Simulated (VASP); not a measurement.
Wanted: the native input for a VASP 6.6.1 run.

```
Task                   : band structure
Functional             : BLYP
Potentials or basis    : VASP PAW PBE potentials, release 64 (Mo_sv, I)
Cutoff                 : 520 eV
k mesh                 : 7 × 7 × 7
Occupations            : fermi-dirac, width 0.05 eV
Spin                   : no spin polarisation
Further INCAR settings : ALGO = Fast; EDIFF = 1e-06
```

The structure of MoI lies in POSCAR:

```
MoI
1.0
    0.0000000000      3.1788513800      3.1788513800
    3.1788513800      0.0000000000      3.1788513800
    3.1788513800      3.1788513800      0.0000000000
Mo I
1 1
Direct
    0.0000000000      0.0000000000      0.0000000000
    0.7500000000      0.7500000000      0.7500000000
```

The cell was built by a generator and needn't be a form met in nature.

One way to write it, as run:

INCAR

```
PREC = Accurate
ENCUT = 520
EDIFF = 1E-6
ISMEAR = -1
SIGMA = 0.05
LREAL = F
LASPH = T
NELM = 100
ALGO = Fast
ISIF = 2
LWAVE = F
LCHARG = F
LMAXMIX = 4
GGA = B5
ALDAX = 1.0
AGGAX = 1.0
AGGAC = 1.0
ALDAC = 0.0
```

KPOINTS

```
Automatic mesh
0
Gamma
  7 7 7
```

KPOINTS_OPT

```
path GXWKGLUWLK,UX
20
line-mode
reciprocal
 0.0000000000  0.0000000000  0.0000000000  G
 0.5000000000  0.0000000000  0.5000000000  X

 0.5000000000  0.0000000000  0.5000000000  X
 0.5000000000  0.2500000000  0.7500000000  W

 0.5000000000  0.2500000000  0.7500000000  W
 0.3750000000  0.3750000000  0.7500000000  K

 0.3750000000  0.3750000000  0.7500000000  K
 0.0000000000  0.0000000000  0.0000000000  G

 0.0000000000  0.0000000000  0.0000000000  G
 0.5000000000  0.5000000000  0.5000000000  L

 0.5000000000  0.5000000000  0.5000000000  L
 0.6250000000  0.2500000000  0.6250000000  U

 0.6250000000  0.2500000000  0.6250000000  U
 0.5000000000  0.2500000000  0.7500000000  W

 0.5000000000  0.2500000000  0.7500000000  W
 0.5000000000  0.5000000000  0.5000000000  L

 0.5000000000  0.5000000000  0.5000000000  L
 0.3750000000  0.3750000000  0.7500000000  K

 0.6250000000  0.2500000000  0.6250000000  U
 0.5000000000  0.0000000000  0.5000000000  X
```

Potentials or basis: VASP PAW PBE potentials, release 64 (Mo_sv, I).

Command:

```bash
$ cat potpaw_PBE.64/Mo_sv/POTCAR potpaw_PBE.64/I/POTCAR > POTCAR
$ mpirun -np 1 vasp_std > vasp.out
```

Results of the run:

* Pressure: -3.3 GPa
* Band gap along the path: none (metal or under the smearing width)

Caveat: the PAW data sets were made with another functional, which shifts forces and pressure a little; spin-orbit coupling is left out, which moves the levels of the heavy elements; an odd number of electrons without spin polarisation forces a metal; a magnetic or distorted state may lie lower.

It took 92 s on 1 thread of AMD EPYC 9R45 96-Core Processor (Zen 5), on a shared host, peak memory 0.18 GiB.
